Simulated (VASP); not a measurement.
# Dynamics of H3C2 at finite temperature

Wanted: temperature and structure of H3C2 along a short trajectory. The start is a cell from a database of measured crystal structures.

Program: VASP 6.6.1. Level of theory: PBEsol; plane waves and PAW (C, H). Results are calculated unless marked as measured.

## 1. Starting point

The structure is monoclinic, space group C2/m (No. 12). Conventional cell: a = 7.159 Å, b = 6.455 Å, c = 4.078 Å, α = 90.00°, β = 101.05°, γ = 90.00°. Nearest to C lie 3 H at 1.07 to 1.09 Å and 1 C at 1.47 Å. Nearest to C lie 2 C at 1.20 to 1.47 Å. H has 1 C at 1.07 Å nearest. Nearest to H lie 1 C at 1.09 Å. Farther neighbours are not listed.

Coordinates:

```cif
data_structure
_symmetry_space_group_name_H-M 'C2/m'
_symmetry_Int_Tables_number 12
_cell_length_a 7.1589
_cell_length_b 6.4553
_cell_length_c 4.0782
_cell_angle_alpha 90.000
_cell_angle_beta 101.054
_cell_angle_gamma 90.000
_cell_volume 184.97
loop_
_atom_site_label
_atom_site_type_symbol
_atom_site_symmetry_multiplicity
_atom_site_Wyckoff_symbol
_atom_site_fract_x
_atom_site_fract_y
_atom_site_fract_z
_atom_site_occupancy
C1 C 4 i 0.22680 0.50000 0.71900 1
C2 C 4 i 0.42130 0.50000 0.91610 1
H1 H 8 j 0.85120 0.36580 0.22810 1
H2 H 4 i 0.23000 0.50000 0.45250 1
```

## 2. Relax the host

The later steps need the crystal at this functional's own lattice; a raised cutoff keeps the stress reliable while the cell changes.

The input, INCAR:

```
SYSTEM = H3C2
PREC = Normal
ENCUT = 520
EDIFF = 1E-05
NELM = 120
ISMEAR = 0
SIGMA = 0.1
LREAL = Auto
ALGO = Fast
GGA = PS
NBANDS = 21
LORBIT = 11
LWAVE = .FALSE.
LCHARG = .FALSE.
KPAR = 4
LASPH = .TRUE.
IBRION = 2
NSW = 40
ISIF = 3
EDIFFG = -0.03
POTIM = 0.4
```

The input, POSCAR:

```
H3C2
1.0
    3.5794450000     -3.2276450000      0.0000000000
    3.5794450000      3.2276450000      0.0000000000
   -0.7818911305      0.0000000000      4.0025240002
C H
4 6
Direct
    0.7268000000      0.7268000000      0.7190000000
    0.2732000000      0.2732000000      0.2810000000
    0.9213000000      0.9213000000      0.9161000000
    0.0787000000      0.0787000000      0.0839000000
    0.4854000000      0.2170000000      0.2281000000
    0.7830000000      0.5146000000      0.7719000000
    0.5146000000      0.7830000000      0.7719000000
    0.2170000000      0.4854000000      0.2281000000
    0.7300000000      0.7300000000      0.4525000000
    0.2700000000      0.2700000000      0.5475000000
```

The input, KPOINTS:

```
Automatic mesh
0
Gamma
3 3 4
0 0 0
```

Potentials, in the order of the species: C and H (PBE family, release 64).

The run is started by

```bash
> mpirun -np 4 vasp_std
```

Output:

```text
[banner, memory and clock lines left out]
running    4 mpi-ranks, on    1 nodes
 distrk:  each k-point on    1 cores,    4 groups
 distr:  one band on    1 cores,    1 groups

 POSCAR found type information on POSCAR C H
 POSCAR found :  2 types and      10 ions
|                                                                             |
|               ----> ADVICE to this user running VASP <----                  |
|                                                                             |
|     You enforced a specific xc type in the INCAR file but a different       |
|     [... a line on the potential file left out ...]
|     I HOPE YOU KNOW WHAT YOU ARE DOING!                                     |
|                                                                             |

 LDA part: xc-table for (Slater+PW92), standard interpolation
 POSCAR, INCAR and KPOINTS ok, starting setup
 FFT: planning ... GRIDC
 FFT: planning ... GRID_SOFT
 FFT: planning ... GRID
 WAVECAR not read
 entering main loop
       N       E                     dE             d eps       ncg     rms          rms(c)
DAV:   1     0.436533055535E+02    0.43653E+02   -0.95190E+03   588   0.878E+02
DAV:   2    -0.576085244565E+02   -0.10126E+03   -0.98857E+02   746   0.180E+02
DAV:   3    -0.639326072772E+02   -0.63241E+01   -0.62910E+01   763   0.432E+01
DAV:   4    -0.640064270497E+02   -0.73820E-01   -0.73784E-01   752   0.554E+00
DAV:   5    -0.640072554002E+02   -0.82835E-03   -0.82831E-03   775   0.555E-01    0.132E+01
RMM:   6    -0.583534289557E+02    0.56538E+01   -0.62436E+00   588   0.113E+01    0.663E+00
RMM:   7    -0.574860510438E+02    0.86738E+00   -0.39473E+00   588   0.964E+00    0.284E+00
RMM:   8    -0.574504612635E+02    0.35590E-01   -0.26685E-01   588   0.288E+00    0.635E-01
RMM:   9    -0.574432513839E+02    0.72099E-02   -0.55022E-02   588   0.137E+00    0.188E-01
RMM:  10    -0.574455237508E+02   -0.22724E-02   -0.21106E-02   588   0.765E-01    0.247E-01
RMM:  11    -0.574442116897E+02    0.13121E-02   -0.46222E-03   588   0.362E-01    0.273E-02
RMM:  12    -0.574443154646E+02   -0.10377E-03   -0.64290E-04   591   0.167E-01    0.349E-02
RMM:  13    -0.574442893184E+02    0.26146E-04   -0.96948E-05   587   0.596E-02    0.180E-02
RMM:  14    -0.574442882136E+02    0.11048E-05   -0.47452E-05   577   0.361E-02
   1 F= -.57444288E+02 E0= -.57444288E+02  d E =-.574443E+02
 curvature:   0.00 expect dE= 0.000E+00 dE for cont linesearch  0.000E+00
 trial: gam= 0.00000 g(F)=  0.660E+00 g(S)=  0.465E-01 ort = 0.000E+00 (trialstep = 0.100E+01)
 search vector abs. value=  0.707E+00
 bond charge predicted
       N       E                     dE             d eps       ncg     rms          rms(c)
DAV:   1    -0.563481479306E+02    0.10961E+01   -0.64724E+01   653   0.490E+01    0.309E+00
RMM:   2    -0.562731017867E+02    0.75046E-01   -0.11187E+00   588   0.675E+00    0.157E+00
RMM:   3    -0.562287667113E+02    0.44335E-01   -0.27089E-01   588   0.333E+00    0.491E-01
RMM:   4    -0.562306004552E+02   -0.18337E-02   -0.34540E-02   590   0.136E+00    0.311E-01
RMM:   5    -0.562311765885E+02   -0.57613E-03   -0.70771E-03   591   0.593E-01    0.153E-01
RMM:   6    -0.562313097826E+02   -0.13319E-03   -0.16170E-03   595   0.266E-01    0.923E-02
RMM:   7    -0.562313334767E+02   -0.23694E-04   -0.35423E-04   594   0.124E-01    0.173E-02
RMM:   8    -0.562313347265E+02   -0.12498E-05   -0.99668E-05   574   0.621E-02
   2 F= -.56231335E+02 E0= -.56231335E+02  d E =0.121295E+01
 trial-energy change:    1.212953  1 .order    1.093325   -0.706501    2.893151
 step:   0.1684(harm=  0.1963)  dis= 0.01149  next Energy=   -57.503188 (dE=-0.589E-01)
 bond charge predicted
       N       E                     dE             d eps       ncg     rms          rms(c)
DAV:   1    -0.575966646122E+02   -0.13653E+01   -0.45195E+01   618   0.413E+01    0.259E+00
RMM:   2    -0.575342428059E+02    0.62422E-01   -0.76613E-01   588   0.568E+00    0.135E+00
RMM:   3    -0.575005689751E+02    0.33674E-01   -0.20940E-01   588   0.288E+00    0.263E-01
RMM:   4    -0.575018627494E+02   -0.12938E-02   -0.20904E-02   588   0.109E+00    0.177E-01
RMM:   5    -0.575022275645E+02   -0.36482E-03   -0.47584E-03   588   0.498E-01    0.117E-01
RMM:   6    -0.575023778492E+02   -0.15028E-03   -0.13485E-03   601   0.229E-01    0.699E-02
RMM:   7    -0.575023737858E+02    0.40635E-05   -0.19979E-04   595   0.922E-02    0.236E-02
RMM:   8    -0.575023642560E+02    0.95298E-05   -0.59611E-05   576   0.463E-02
   3 F= -.57502364E+02 E0= -.57502364E+02  d E =-.580760E-01
 curvature:  -0.10 expect dE=-0.205E-01 dE for cont linesearch -0.912E-04
 trial: gam= 0.33288 g(F)=  0.194E+00 g(S)=  0.160E-01 ort =-0.256E-01 (trialstep = 0.834E+00)
 search vector abs. value=  0.271E+00
 bond charge predicted
       N       E                     dE             d eps       ncg     rms          rms(c)
DAV:   1    -0.574532819142E+02    0.49092E-01   -0.79868E+00   598   0.186E+01    0.127E+00
RMM:   2    -0.574316975341E+02    0.21584E-01   -0.23544E-01   588   0.324E+00    0.697E-01
RMM:   3    -0.574233533908E+02    0.83441E-02   -0.58226E-02   588   0.134E+00    0.176E-01
RMM:   4    -0.574232678890E+02    0.85502E-04   -0.63767E-03   588   0.528E-01    0.122E-01
RMM:   5    -0.574232791766E+02   -0.11288E-04   -0.15303E-03   590   0.260E-01    0.461E-02
RMM:   6    -0.574232973582E+02   -0.18182E-04   -0.56502E-04   592   0.128E-01    0.275E-02
RMM:   7    -0.574232938157E+02    0.35426E-05   -0.86128E-05   534   0.545E-02
   4 F= -.57423294E+02 E0= -.57423294E+02  d E =0.790704E-01
 trial-energy change:    0.079070  1 .order    0.075133   -0.167567    0.317832
 step:   0.2788(harm=  0.2878)  dis= 0.00949  next Energy=   -57.530233 (dE=-0.279E-01)
 bond charge predicted
       N       E                     dE             d eps       ncg     rms          rms(c)
DAV:   1    -0.575443060273E+02   -0.12101E+00   -0.35482E+00   598   0.125E+01    0.846E-01
RMM:   2    -0.575339439842E+02    0.10362E-01   -0.10452E-01   588   0.217E+00    0.464E-01
RMM:   3    -0.575302792866E+02    0.36647E-02   -0.25403E-02   588   0.888E-01    0.116E-01
RMM:   4    -0.575302570342E+02    0.22252E-04   -0.26966E-03   588   0.349E-01    0.737E-02
RMM:   5    -0.575302548567E+02    0.21775E-05   -0.61818E-04   588   0.171E-01    0.224E-02
RMM:   6    -0.575302656146E+02   -0.10758E-04   -0.22397E-04   573   0.820E-02    0.126E-02
RMM:   7    -0.575302651247E+02    0.48989E-06   -0.34485E-05   499   0.351E-02
   5 F= -.57530265E+02 E0= -.57530265E+02  d E =-.279009E-01
 curvature:  -0.19 expect dE=-0.226E-02 dE for cont linesearch -0.152E-05
 trial: gam= 0.00490 g(F)=  0.102E-01 g(S)=  0.145E-02 ort =-0.146E-02 (trialstep = 0.723E+00)
 search vector abs. value=  0.117E-01
 bond charge predicted
       N       E                     dE             d eps       ncg     rms          rms(c)
DAV:   1    -0.575304345220E+02   -0.16891E-03   -0.43039E-01   648   0.412E+00    0.205E-01
RMM:   2    -0.575300527614E+02    0.38176E-03   -0.59777E-03   588   0.511E-01    0.116E-01
RMM:   3    -0.575298338147E+02    0.21895E-03   -0.15357E-03   588   0.241E-01    0.226E-02
RMM:   4    -0.575298419702E+02   -0.81555E-05   -0.15936E-04   589   0.915E-02    0.122E-02
RMM:   5    -0.575298448343E+02   -0.28642E-05   -0.39245E-05   517   0.432E-02
   6 F= -.57529845E+02 E0= -.57529845E+02  d E =0.420290E-03
 trial-energy change:    0.000420  1 .order    0.000211   -0.008426    0.008848
 step:   0.3394(harm=  0.3525)  dis= 0.00361  next Energy=   -57.532222 (dE=-0.196E-02)
 bond charge predicted
       N       E                     dE             d eps       ncg     rms          rms(c)
DAV:   1    -0.575323668343E+02   -0.25249E-02   -0.12122E-01   613   0.219E+00    0.111E-01
RMM:   2    -0.575322451084E+02    0.12173E-03   -0.16430E-03   588   0.268E-01    0.616E-02
RMM:   3    -0.575321816677E+02    0.63441E-04   -0.43380E-04   588   0.127E-01    0.118E-02
RMM:   4    -0.575321839357E+02   -0.22679E-05   -0.44895E-05   555   0.480E-02
   7 F= -.57532184E+02 E0= -.57532184E+02  d E =-.191881E-02
 curvature:  -0.18 expect dE=-0.157E-02 dE for cont linesearch -0.315E-07
 trial: gam= 0.76634 g(F)=  0.846E-02 g(S)=  0.442E-03 ort =-0.456E-04 (trialstep = 0.480E+00)
 search vector abs. value=  0.157E-01
 bond charge predicted
       N       E                     dE             d eps       ncg     rms          rms(c)
DAV:   1    -0.575319326685E+02    0.24900E-03   -0.17574E-01   598   0.279E+00    0.162E-01
RMM:   2    -0.575317321685E+02    0.20050E-03   -0.24345E-03   588   0.334E-01    0.887E-02
RMM:   3    -0.575316247496E+02    0.10742E-03   -0.68761E-04   588   0.151E-01    0.164E-02
RMM:   4    -0.575316250011E+02   -0.25154E-06   -0.74389E-05   535   0.597E-02
   8 F= -.57531625E+02 E0= -.57531625E+02  d E =0.558935E-03
 trial-energy change:    0.000559  1 .order    0.000513   -0.004260    0.005286
 step:   0.2109(harm=  0.2143)  dis= 0.00194  next Energy=   -57.533115 (dE=-0.932E-03)
 bond charge predicted
       N       E                     dE             d eps       ncg     rms          rms(c)
DAV:   1    -0.575332059735E+02   -0.15812E-02   -0.55265E-02   608   0.156E+00    0.928E-02
RMM:   2    -0.575331515516E+02    0.54422E-04   -0.71271E-04   588   0.180E-01    0.502E-02
RMM:   3    -0.575331215069E+02    0.30045E-04   -0.20049E-04   588   0.815E-02    0.875E-03
RMM:   4    -0.575331215097E+02   -0.28602E-08   -0.21305E-05   469   0.320E-02
   9 F= -.57533122E+02 E0= -.57533122E+02  d E =-.937574E-03
 curvature:  -0.19 expect dE=-0.398E-03 dE for cont linesearch -0.566E-10
 trial: gam= 0.26631 g(F)=  0.190E-02 g(S)=  0.196E-03 ort =-0.216E-05 (trialstep = 0.426E+00)
 search vector abs. value=  0.321E-02
 bond charge predicted
       N       E                     dE             d eps       ncg     rms          rms(c)
DAV:   1    -0.575337899580E+02   -0.66845E-03   -0.10588E-02   658   0.714E-01    0.325E-02
RMM:   2    -0.575337819876E+02    0.79704E-05   -0.15147E-04   587   0.825E-02    0.187E-02
RMM:   3    -0.575337802719E+02    0.17156E-05   -0.34837E-05   517   0.361E-02
  10 F= -.57533780E+02 E0= -.57533780E+02  d E =-.658762E-03
 trial-energy change:   -0.000659  1 .order   -0.000657   -0.000896   -0.000418
 step:   0.8002(harm=  0.8002)  dis= 0.00381  next Energy=   -57.533962 (dE=-0.840E-03)
 bond charge predicted
       N       E                     dE             d eps       ncg     rms          rms(c)
DAV:   1    -0.575339777670E+02   -0.19578E-03   -0.81897E-03   638   0.630E-01    0.304E-02
RMM:   2    -0.575339738553E+02    0.39117E-05   -0.12423E-04   584   0.742E-02    0.180E-02
RMM:   3    -0.575339730286E+02    0.82673E-06   -0.28765E-05   503   0.329E-02
  11 F= -.57533973E+02 E0= -.57533973E+02  d E =-.851519E-03
 curvature:  -0.61 expect dE=-0.631E-03 dE for cont linesearch -0.833E-07
 trial: gam= 0.47795 g(F)=  0.579E-03 g(S)=  0.453E-03 ort = 0.209E-04 (trialstep = 0.501E+00)
 search vector abs. value=  0.179E-02
 bond charge predicted
       N       E                     dE             d eps       ncg     rms          rms(c)
DAV:   1    -0.575343858535E+02   -0.41200E-03   -0.12481E-02   658   0.732E-01    0.380E-02
RMM:   2    -0.575343673958E+02    0.18458E-04   -0.16817E-04   588   0.833E-02    0.215E-02
RMM:   3    -0.575343606818E+02    0.67140E-05   -0.51470E-05   585   0.427E-02
  12 F= -.57534361E+02 E0= -.57534361E+02  d E =-.387653E-03
 trial-energy change:   -0.000388  1 .order   -0.000383   -0.000522   -0.000244
 step:   0.9421(harm=  0.9421)  dis= 0.00211  next Energy=   -57.534464 (dE=-0.491E-03)
 bond charge predicted
       N       E                     dE             d eps       ncg     rms          rms(c)
DAV:   1    -0.575344873878E+02   -0.11999E-03   -0.96300E-03   683   0.643E-01    0.341E-02
RMM:   2    -0.575344742420E+02    0.13146E-04   -0.13802E-04   588   0.751E-02    0.196E-02
RMM:   3    -0.575344692125E+02    0.50295E-05   -0.41724E-05   575   0.386E-02
  13 F= -.57534469E+02 E0= -.57534469E+02  d E =-.496184E-03
 curvature:  -0.81 expect dE=-0.187E-02 dE for cont linesearch -0.919E-08
 trial: gam= 2.27328 g(F)=  0.208E-02 g(S)=  0.238E-03 ort =-0.451E-05 (trialstep = 0.913E-01)
 search vector abs. value=  0.115E-01
 bond charge predicted
       N       E                     dE             d eps       ncg     rms          rms(c)
DAV:   1    -0.575346405257E+02   -0.16628E-03   -0.27095E-03   673   0.344E-01    0.187E-02
RMM:   2    -0.575346364393E+02    0.40863E-05   -0.32137E-05   502   0.375E-02
  14 F= -.57534636E+02 E0= -.57534636E+02  d E =-.167227E-03
 trial-energy change:   -0.000167  1 .order   -0.000166   -0.000211   -0.000120
 step:   0.2127(harm=  0.2127)  dis= 0.00126  next Energy=   -57.534715 (dE=-0.246E-03)
 bond charge predicted
       N       E                     dE             d eps       ncg     rms          rms(c)
DAV:   1    -0.575347076221E+02   -0.67096E-04   -0.46162E-03   643   0.451E-01    0.257E-02
RMM:   2    -0.575347006549E+02    0.69671E-05   -0.50882E-05   558   0.471E-02
  15 F= -.57534701E+02 E0= -.57534701E+02  d E =-.231442E-03
 curvature:  -0.53 expect dE=-0.340E-03 dE for cont linesearch -0.152E-06
 trial: gam= 0.30467 g(F)=  0.179E-03 g(S)=  0.463E-03 ort =-0.574E-04 (trialstep = 0.116E+00)
 search vector abs. value=  0.168E-02
 bond charge predicted
       N       E                     dE             d eps       ncg     rms          rms(c)
DAV:   1    -0.575347677918E+02   -0.60170E-04   -0.50510E-04   713   0.150E-01    0.124E-02
RMM:   2    -0.575347634463E+02    0.43454E-05   -0.14602E-05   358   0.232E-02
  16 F= -.57534763E+02 E0= -.57534763E+02  d E =-.627914E-04
 ZBRENT: can't locate minimum, use default step
 trial-energy change:   -0.000063  1 .order   -0.000068   -0.000072   -0.000064
 step:   0.4623(harm=  0.9965)  dis= 0.00101  next Energy=   -57.535011 (dE=-0.311E-03)
 reached required accuracy - stopping structural energy minimisation
```

Run time: 93 s. Hardware: 4 MPI ranks of AMD EPYC 7R43, shared host; peak memory 0.5 GiB; 5.8 min of CPU time.

Lines that name or quote the potential files are left out of all logs, and their timing lines are given in words.

[end of part 1 of 4]

[Lines on the potential files, build, host, timing and source positions are cut from VASP's logs without a mark.]

[Logs are printed without paths, hosts, clocks, repeated set-up lines and the standing remarks that a program may print on its own settings, such as how far it seeks lower states.]

[Hosts, paths, dates, database ids (printed as entryN), source tags and the programs' standing remarks are cut or masked in the printed files.]

[Runs that stopped without an error message from VASP are left out.]
